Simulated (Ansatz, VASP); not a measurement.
# PtF2 (rutile type (invented)) in two plane-wave programs, part 2 of 3

One calculation is typed for both programs; each brings its own data sets. How far apart do they land? The cell is generated by rule, not measured, and may not be a known phase. The two relaxations start from unlike cells of this crystal (the structure described is Ansatz's start), so only their ends are compared.

VASP 6.6.1 and Ansatz 0.2.0.

So far: Starting point; VASP: relaxation of cell and atoms, PBE, pair 1.

**3. Ansatz: relaxation of cell and atoms, PBE, pair 1**

Level of this step: Ansatz beside VASP: Kohn-Sham DFT, plane waves, PBE (Ansatz).

Ansatz runs on its default PAW (the set named soft_2) files.

Its own start cell and the same functional, mesh and smearing now go to Ansatz, which takes its cutoff from its data sets.

File input.yaml:

```yaml
crystal:
  lattice:
    - [6.8863161387, 0.0, 0.0]
    - [0.0, 6.8863161387, 0.0]
    - [0.0, 0.0, 3.1117414479]
  atoms:
    - { symbol: Pt, position: [0.0, 0.0, 0.0] }
    - { symbol: Pt, position: [0.5, 0.5, 0.5] }
    - { symbol: F, position: [0.3674507255, 0.3674507255, 0.0] }
    - { symbol: F, position: [0.6325492745, 0.6325492745, 0.0] }
    - { symbol: F, position: [0.8674507255, 0.1325492745, 0.5] }
    - { symbol: F, position: [0.1325492745, 0.8674507255, 0.5] }
kpoints:
  mp_grid: { grid: [4, 4, 10] }
hamiltonian:
  xc: pbe
scf:
  occupations: { method: gaussian, width: 0.02 }
output:
  forces: true
  stress: true
  eigenvalues: true
  write_density: true
  write_potential: true
  elf: true
  volumetric_format: npy
relax:
  adjacent_minimum: "off"
  f_tol: 0.005
  max_steps: 80
  cell: { stress_tol: 0.05 }
```

On the command line:

```bash
> ansatz run input.yaml --threads 4 --pin off --max-ram 9216MiB --backend cpu --events-out ev --progress --plain --runs-dir out
```

Numbers of over 12 decimals in the logs are rounded to 6 here.

What it wrote:

```text
Engine: ansatz 0.2.0, aarch64-unknown-linux-gnu
Pseudopotentials: kind: paw
Pseudopotential: Pt, paw, valence charge 18, recommended cutoff 420 eV (normal), Pt.paw.azcp
Pseudopotential: F, paw, valence charge 7, recommended cutoff 420 eV (normal), F.paw.azcp
Functional definition: PBE
  parameter kappa = 0.804
  parameter beta = 0.066725
  exchange = pbe_x(kappa = kappa, mu = beta*pi^2/3)
  correlation = pbe_c(beta = beta)
Crystal: 6 atoms, lattice volume = 147.563 Å³
Basis set: ecut = 420 eV, 2887 PW (Γ), exchange–correlation on 96×96×48 points (8 copies of the dense FFT grid, shifted against one another)
Bands: 39, of which v1, the nominal top of the filled ones, is band 32 counted from 1 (31 counted from 0)
Symmetry: 16 space group operations
Space group: P42/mnm (ITA 136), of the structure as read, at distance tolerance 5.3e-5 Å
k-points: 36 of 160
Non-local potential: Pt, projectors of the file, l = 0: 3, l = 1: 2, l = 2: 2, l = 3: 1
Non-local potential: F, projectors of the file, l = 0: 2, l = 1: 2, l = 2: 1
PAW form: soft (Blöchl's): semilocal exchange-correlation on the pseudo side does not see the compensation charge
PAW one-centre angular grid: Pt, 590 points (default); XC on 64 Gauss nodes
PAW one-centre angular grid: F, 110 points (default); XC on 64 Gauss nodes
Initial density: superposition of atomic densities (neutral atoms: chi_scale 0, normalization atom), corrected by the library's trained network
Initial wavefunctions: pseudopotential atomic-orbital guess
Functional: x = pbe(κ = 0.804, μ = 0.219515), c = pbe(β = 0.066725)
SCF iter   1: F=—  HF=-28273.293485 eV  |F-HF|=—  |Δ(HF+E_count)|=         —  Δρ=9.16e-3  dr2=8.01e-2  ethr=1.77e-3  ⟨swp⟩=6.2  Hψ=5331  notcnv=0
preconditioner: auto → Resta (q_TF=auto, 2.374 Å⁻¹)  ε∞=4.1  [insulator: Δε(μ)=1.332 eV  Ē_g=12.125 eV  σ=0.020 eV  W_gap=1.00  n_scr=30 (ndim 8)  ℏωp=21.2 eV  f_vac=0.433  D(μ)=0.00/eV (n_scr^D=0)  ε∞_Penn≈4.1  vacuum switching on, ρ_ref=1.1e-2 e/Å³]
SCF iter   2: F=—  HF=-28273.280949 eV  |F-HF|=—  |Δ(HF+E_count)|=   1.25e-2  Δρ=4.04e-3  dr2=9.84e-3  ethr=1.25e-4  ⟨swp⟩=2.4  Hψ=2488  notcnv=0  defer=60
SCF iter   3: F=—  HF=-28273.279233 eV  |F-HF|=—  |Δ(HF+E_count)|=   1.72e-3  Δρ=1.94e-3  dr2=2.24e-3  ethr=1.54e-5  ⟨swp⟩=2.1  Hψ=2246  notcnv=0  defer=60
SCF iter   4: F=—  HF=-28273.278942 eV  |F-HF|=—  |Δ(HF+E_count)|=   2.92e-4  Δρ=3.49e-4  dr2=1.44e-4  ethr=3.49e-6  ⟨swp⟩=2.8  Hψ=2460  notcnv=0  defer=60
SCF iter   5: F=—  HF=-28273.278941 eV  |F-HF|=—  |Δ(HF+E_count)|=   1.07e-6  Δρ=1.08e-4  dr2=1.61e-5  ethr=2.25e-7  ⟨swp⟩=2.7  Hψ=2484  notcnv=0  defer=60
SCF iter   6: F=—  HF=-28273.278893 eV  |F-HF|=—  |Δ(HF+E_count)|=   4.79e-5  Δρ=1.52e-5  dr2=3.05e-7  ethr=2.51e-8  ⟨swp⟩=2.4  Hψ=1904  notcnv=0  defer=60
SCF iter   7: F=-28273.278893 eV  HF=-28273.278893 eV  |F-HF|=2.33e-9  |Δ(HF+E_count)|=   8.06e-8  Δρ=2.17e-6  dr2=6.17e-9  ethr=1.56e-10  ⟨swp⟩=12.6  Hψ=8925  notcnv=0
SCF 1 converged in 7 iterations: F = -28273.278893 eV  dr2 = 6.17e-9
  greatest PAW one-centre occupation: 1.000 electrons in one spin orbital (limit 2), on the Pt atom at site 1 (counted from 0), in its partial waves of l = 0
relax step   1: F+E_penalty+E_count = -28273.27889303 eV  Δ(F+E_penalty+E_count) = +0.000e0 eV  max|allowed force component| = 1.663e-4 eV/Å  Δτ_max = 0.0000 Å  P = +0.015 GPa  Ω = 147.563 Å³  (7 SCF iters, dr2 threshold 1.00e-7 eV, accepted)
Initial density: handed on by an earlier stage of this run
Initial wavefunctions: pseudopotential atomic-orbital guess (no wavefunctions were taken with the density)
iter 1 solved again at ethr=4.29e-7 eV; its pass at ethr=3.10e-3 eV (dr2=2.75e-4 eV) is discarded
SCF iter   1: F=—  HF=-28273.278948 eV  |F-HF|=—  |Δ(HF+E_count)|=         —  Δρ=3.10e-6  dr2=9.84e-9  ethr=4.29e-7  ⟨swp⟩=3.0  Hψ=8879  notcnv=0
eigensolver tolerance schedule: the retry pair's looser diagonalisation over-reported the residual by 27916.11 of it (diagonalisation noise at an unbounded share of the residual, at the tolerance the schedule requests for it); recorded, not acted on — ethr = c·dr2/N_el stays at c = 1.0e-1
preconditioner: auto → Resta (q_TF=auto, 2.374 Å⁻¹)  ε∞=4.0  [insulator: Δε(μ)=1.296 eV  Ē_g=12.142 eV  σ=0.020 eV  W_gap=1.00  n_scr=30 (ndim 8)  ℏωp=21.2 eV  f_vac=0.434  D(μ)=0.00/eV (n_scr^D=0)  ε∞_Penn≈4.0]
SCF iter   2: F=—  HF=-28273.278893 eV  |F-HF|=—  |Δ(HF+E_count)|=   5.50e-5  Δρ=1.49e-6  dr2=2.90e-9  ethr=1.54e-11  ⟨swp⟩=3.1  Hψ=3393  notcnv=0
SCF iter   3: F=—  HF=-28273.278893 eV  |F-HF|=—  |Δ(HF+E_count)|=  6.51e-10  Δρ=8.55e-7  dr2=9.67e-10  ethr=4.52e-12  ⟨swp⟩=2.7  Hψ=2127  notcnv=0
SCF iter   4: F=—  HF=-28273.278893 eV  |F-HF|=—  |Δ(HF+E_count)|=  7.57e-10  Δρ=6.74e-7  dr2=4.24e-10  ethr=1.51e-12  ⟨swp⟩=2.0  Hψ=2080  notcnv=0
SCF iter   5: F=-28273.278893 eV  HF=-28273.278893 eV  |F-HF|=1.46e-11  |Δ(HF+E_count)|=  1.46e-11  Δρ=2.90e-7  dr2=5.47e-11  ethr=1.00e-12  ⟨swp⟩=4.8  Hψ=6687  notcnv=0
SCF 2 converged in 5 iterations: F = -28273.278893 eV  dr2 = 5.47e-11
relax step   2: F+E_penalty+E_count = -28273.27889303 eV  Δ(F+E_penalty+E_count) = -1.412e-9 eV  max|allowed force component| = 1.589e-4 eV/Å  Δτ_max = 0.0000 Å  P = +0.015 GPa  Ω = 147.563 Å³  stress off target by 2.75e-2 GPa  SCF on the basis re-selected at this cell (its energy is not comparable with the rows above)  (5 SCF iters)
basis re-selected at this cell: Δ(F+E_penalty+E_count) = -1.412e-9 eV, ΔP = -0.000 GPa vs the last step (what re-selecting the basis moved, of the pressure what is left beyond the Pulay correction that the steps carried, after the strain that the cell walked since its last selection, with what the two solves' SCF thresholds leave and, on support functions, any second-order correction that the steps lacked; it is no m [...]
WARN: The input density's exchange-correlation potential varies sharply where the density is thin. Do not read a vacuum level from v_tot or v_xc, or from such a field of the output density. On a cell that repeats whose density bears no net charge and no dipole along the vacuum's axis use v_es (v_loc + v_h of the components); under efield.dipole_correction with no amplitude use v_es + v_field, which holds any external [...]
SCF converged after 5 iterations
Free energy (F): -28273.278893 eV
Harris-Foulkes:  -28273.278893 eV  (|F-HF|=1.46e-11)
Internal energy: -28273.278893 eV  (E = F + TS)
E sigma→0 (E₀):  -28273.278893 eV
Fermi energy:    2.575091 eV
--- Per-component energies (eV) ---
  E_band       = -1224.232464
  E_kinetic    = 2089.737814
  E_local      = -10964.281567  (includes V_loc(G=0)·N_el)
  E_nonlocal   = 699.428222
  E_hartree    = 4396.698327
  E_xc         = -833.803113
  E_vxc        = -1002.447572  (∫ρ·V_xc dr)
  E_paw        = -19709.728999  (= ΣΔE_a)
  E_vpaw       = -840.074782  (= ΣTr[D̂ρ^β])
  E_aug_tail   = 0.008924  (compensation charges beyond the density's cutoff)
  E_ewald      = -3951.338499
  E_smearing   = -0.000000  (= −TS)
  E_closure    = 0.000000  (closes the sum)
  Σ components = -28273.278893   (vs F -28273.278893, Δ=0.00e0)
--- Forces (eV/Å), atoms counted from 1 ---
  atom   1  Pt     0.00000000    -0.00000000     0.00000000
  atom   2  Pt     0.00000000     0.00000000     0.00000000
  atom   3  F     -0.00015892    -0.00015892     0.00000000
  atom   4  F      0.00015892     0.00015892     0.00000000
  atom   5  F     -0.00015892     0.00015892     0.00000000
  atom   6  F      0.00015892    -0.00015892     0.00000000
  max |Σ_I F_I| component: 2.17e-19 eV/Å
--- Stress (GPa, compression-positive) ---
        0.027469       0.000000       0.000000
        0.000000       0.027469       0.000000
        0.000000       0.000000      -0.010702
  P = ⅓ Tr σ = 0.0147 GPa (0.147 kbar)
--- Band table (eV; the first three rows and the last of 36) ---
  k-point 0: bands = [... 28 lower, 1.3501, 1.4951, 1.8754, 1.9274, 4.2234, 4.2234, 4.7997, 6.5657, ... 3 higher]
  k-point 1: bands = [... 28 lower, 1.3650, 1.5165, 1.7894, 1.8414, 4.0401, 4.0401, 5.0225, 6.7639, ... 3 higher]
  k-point 2: bands = [... 28 lower, 1.4308, 1.5307, 1.5544, 1.6058, 3.6653, 3.6653, 5.6624, 7.3037, ... 3 higher]
  k-point 35: bands = [... 28 lower, 1.6932, 1.6932, 1.7794, 1.7794, 3.2230, 3.2230, 8.9288, 8.9288, ... 3 higher]
--- Relaxed structure (1 steps of the walk, 1 accepted, 1 SCFs on fresh bases) ---
  F+E_penalty+E_count = -28273.27889303 eV   max|allowed force component| = 1.589e-4 eV/Å   (the final SCF, on the basis selected at the relaxed cell)
  cell:  # Å, volume = 147.5630 Å³
    - [6.8863161387, 0.0, 0.0]
    - [0.0, 6.8863161387, 0.0]
    - [0.0, 0.0, 3.1117414479]
  atoms:
    - { symbol: Pt, position: [0.0, 0.0, 0.0] }
    - { symbol: Pt, position: [0.5, 0.5, 0.5] }
    - { symbol: F, position: [0.367451, 0.367451, 0.0] }
    - { symbol: F, position: [0.632549, 0.632549, 0.0] }
    - { symbol: F, position: [0.8674507255, 0.1325492745, 0.5] }
    - { symbol: F, position: [0.1325492745, 0.8674507255, 0.5] }
```

In the SCF lines HF is the Harris–Foulkes energy and dr2 the Hartree energy of the density residual, in eV; the loop may stop once dr2 is under the threshold and the program's other checks hold. Hψ counts applications of the Hamiltonian.

**4. Comparison**

Known differences besides the potentials themselves: the data sets hold 64 valence electrons in Ansatz (on its default PAW (the set named soft_2) files) and 48 in VASP; the cutoff is 420 eV in Ansatz and 600 eV in VASP; Ansatz adds a Pulay correction to the stress that steers its cell, VASP none. Total energies have different zeros and are not compared.

Compared:

```
                                         quantity  Ansatz    VASP  difference
                                      volume (Å³)  147.56  135.89     +8.59 %
edge a after relaxation, in the typed setting (Å)   6.886   6.603     +4.29 %
edge c after relaxation, in the typed setting (Å)   3.112   3.116     -0.15 %
```

**5. Other set-ups**

Further runs change the set-up of one program: Ansatz's method, potentials or start, or VASP's data sets, cutoff or form of LDA. The table gives Ansatz less VASP for each quantity, since a change that brings one quantity closer may part another.

```
                                   run  volume (%)  edge a after relaxation, in the typed setting (%)  edge c after relaxation, in the typed setting (%)
                              as above         8.6                                                4.3                                              -0.15
VASP with the data sets Pt_sv_GW and F          14                                                7.0                                              -0.15
```

**6. Ansatz: relaxation of cell and atoms, PBE, pair 2**

The relaxed volume is the usual yardstick between codes: in a stiff, nearly cubic crystal its relative difference is about their pressure difference at one cell divided by the bulk modulus. Its start cell is another than that of the pair before, and may be another structure of the material.

The two relaxations start from unlike cells of this crystal, so only their ends are compared.

File input.yaml:

```yaml
crystal:
  lattice:
    - [4.8256, 0.0, 0.0]
    - [0.0, 4.8256, 0.0]
    - [0.0, 0.0, 3.13664]
  atoms:
    - { symbol: Pt, position: [0.0, 0.0, 0.0] }
    - { symbol: Pt, position: [0.5, 0.5, 0.5] }
    - { symbol: F, position: [0.305, 0.305, 0.0] }
    - { symbol: F, position: [0.695, 0.695, 0.0] }
    - { symbol: F, position: [0.805, 0.195, 0.5] }
    - { symbol: F, position: [0.195, 0.805, 0.5] }
kpoints:
  mp_grid: { grid: [4, 4, 6] }
hamiltonian:
  xc: pbe
scf:
  occupations: { method: gaussian, width: 0.1 }
output:
  forces: true
  stress: true
  eigenvalues: true
relax:
  adjacent_minimum: "off"
  f_tol: 0.05
  max_steps: 80
  cell: { stress_tol: 0.5 }
```

What it wrote:

```text
[...]
Crystal: 6 atoms, lattice volume = 73.041 Å³
Basis set: ecut = 420 eV, 1447 PW (Γ), exchange–correlation on 72×72×48 points (8 copies of the dense FFT grid, shifted against one another)
Bands: 39, of which v1, the nominal top of the filled ones, is band 32 counted from 1 (31 counted from 0)
Symmetry: 16 space group operations
[...]
k-points: 24 of 96
[...]
cell:  # Å, volume = 131.1951 Å³
    - [6.483777, 0, 0.0]
    - [0, 6.483777, 0.0]
    - [0.0, 0.0, 3.120768]
  atoms:
    - { symbol: Pt, position: [5.429698379835259e-19, 4.980344031159221e-19, 0.0] }
    - { symbol: Pt, position: [0.5, 0.5, 0.5] }
    - { symbol: F, position: [0.359636, 0.359636, 0.0] }
    - { symbol: F, position: [0.640364, 0.640364, 0.0] }
    - { symbol: F, position: [0.859636, 0.140364, 0.5] }
    - { symbol: F, position: [0.140364, 0.859636, 0.5] }
[key lines of the parts left out:]
SCF converged after 6 iterations
Free energy (F): -28273.259601 eV
Fermi energy:    3.627133 eV
P = ⅓ Tr σ = 0.3158 GPa (3.158 kbar)
```

**7. VASP: relaxation of cell and atoms, PBE, pair 2**

Its own start cell and the same functional, mesh and smearing now go to VASP, with its own data sets.

File INCAR:

```
SYSTEM = PtF2
PREC = Accurate
ENCUT = 600
EDIFF = 1E-07
NELM = 120
ISMEAR = 0
SIGMA = 0.1
LREAL = .FALSE.
ALGO = Normal
GGA = PE
NBANDS = 30
LASPH = .TRUE.
LORBIT = 11
LWAVE = .FALSE.
LCHARG = .FALSE.
ISIF = 3
IBRION = 2
NSW = 80
EDIFFG = -0.005
GGA_COMPAT = .FALSE.
NELMIN = 4
EFERMI = MIDGAP
KPAR = 2
```

File POSCAR:

```
PtF2
1.0
    4.8957496733      0.0000000000      0.0000000000
    0.0000000000      4.8957496733      0.0000000000
    0.0000000000      0.0000000000      3.6872081538
Pt F
2 4
Direct
    0.0000000000      0.0000000000      0.0000000000
    0.5000000000      0.5000000000      0.5000000000
    0.3005946993      0.3005946993      0.0000000000
    0.6994053007      0.6994053007      0.0000000000
    0.8005946993      0.1994053007      0.5000000000
    0.1994053007      0.8005946993      0.5000000000
```

File KPOINTS:

```
Automatic mesh
0
Gamma
4 4 6
0 0 0
```

PAW data sets: Pt and F (PBE family, release 64).

On the command line:

```bash
> mpirun -np 2 vasp_std
```

What it wrote:

```text
[... set-up lines as in an earlier step ...]
 entering main loop
       N       E                     dE             d eps       ncg     rms          rms(c)
DAV:   1     0.375744707379E+03    0.37574E+03   -0.28710E+04  1456   0.171E+03
DAV:   2    -0.423055749164E+01   -0.37998E+03   -0.36072E+03  1656   0.378E+02
DAV:   3    -0.258947207431E+02   -0.21664E+02   -0.21236E+02  1632   0.918E+01
DAV:   4    -0.261277036672E+02   -0.23298E+00   -0.23275E+00  1502   0.103E+01
[...]
DAV:  12    -0.232092740097E+02   -0.26657E-04   -0.30245E-05  1452   0.395E-02    0.787E-03
DAV:  13    -0.232092756266E+02   -0.16168E-05   -0.37965E-06  1586   0.127E-02    0.459E-03
DAV:  14    -0.232092755947E+02    0.31879E-07   -0.11518E-07   936   0.238E-03
   1 F= -.23209276E+02 E0= -.23196524E+02  d E =-.232093E+02
[... from here on, the cycles between the ionic steps are left out ...]
   2 F= -.23210982E+02 E0= -.23198229E+02  d E =-.170610E-02
   3 F= -.23211180E+02 E0= -.23198428E+02  d E =-.190415E-02
   4 F= -.23212501E+02 E0= -.23199876E+02  d E =-.132102E-02
   5 F= -.23213972E+02 E0= -.23201631E+02  d E =-.279233E-02
   6 F= -.23213983E+02 E0= -.23201667E+02  d E =-.280352E-02
   7 F= -.23214398E+02 E0= -.23202057E+02  d E =-.414750E-03
   8 F= -.23215131E+02 E0= -.23202708E+02  d E =-.114801E-02
   9 F= -.23215202E+02 E0= -.23202738E+02  d E =-.121886E-02
  10 F= -.23215062E+02 E0= -.23202455E+02  d E =0.140057E-03
  11 F= -.23215307E+02 E0= -.23202787E+02  d E =-.104914E-03
[...]
reached required accuracy - stopping structural energy minimisation
```

From OUTCAR (step 7):

```text
  Total       -0.0120452     -0.0120452      0.0285263     -0.0000000      0.0000000      0.0000000
  in kB       -0.2189127     -0.2189127      0.5184453     -0.0000000      0.0000000      0.0000000
  external PRESSURE =       0.0268733 kB  Pullay stress =       0.0000000 kB

 POSITION                                       TOTAL-FORCE (eV/Angst)
 -----------------------------------------------------------------------------------
      0.00000      0.00000      0.00000        -0.000000      0.000000      0.000000
      2.42097      2.42097      1.88011        -0.000000      0.000000      0.000000
      1.46329      1.46329      0.00000        -0.003225     -0.003225      0.000000
      3.37866      3.37866      0.00000         0.003225      0.003225      0.000000
      3.88427      0.95768      1.88011        -0.003225      0.003225      0.000000
      0.95768      3.88427      1.88011         0.003225     -0.003225      0.000000
 -----------------------------------------------------------------------------------
    total drift:                                0.000000      0.000000     -0.000000

  FREE ENERGIE OF THE ION-ELECTRON SYSTEM (eV)
  ---------------------------------------------------
  free  energy   TOTEN  =       -23.2153070413 eV

  energy  without entropy=      -23.1902669467  energy(sigma->0) =      -23.20278699

[... 1 part as in an earlier step ...]

[... 3 further parts left out ...]
[key lines of the parts left out:]
E-fermi :   3.1757
```

The k-mesh is coarse for a metal.

**8. Differences**

What differs besides the data sets and the points named for the pairs above, as far as they apply: the data sets hold 64 valence electrons in Ansatz (on its default PAW (the set named soft_2) files) and 48 in VASP. Total energies have different zeros and are not compared.

Compared:

```
                                         quantity  Ansatz   VASP  difference
                                      volume (Å³)  131.20  88.16    +48.82 %
edge a after relaxation, in the typed setting (Å)   6.484  4.842    +33.91 %
edge c after relaxation, in the typed setting (Å)   3.121  3.760    -17.00 %
```

The run of VASP shows no gap on this mesh, while the other program finds a gap of 1.24 eV: the two runs may hold unlike electronic states.

(Continued in part 3 of 3.)

[Lines on the potential files, build, host, timing and source positions are cut from VASP's logs without a mark.]

[Logs are printed without paths, hosts, clocks, repeated set-up lines and the standing remarks that a program may print on its own settings, such as how far it seeks lower states.]

[Hosts, paths, dates, database ids (printed as entryN), source tags and the programs' standing remarks are cut or masked in the printed files.]
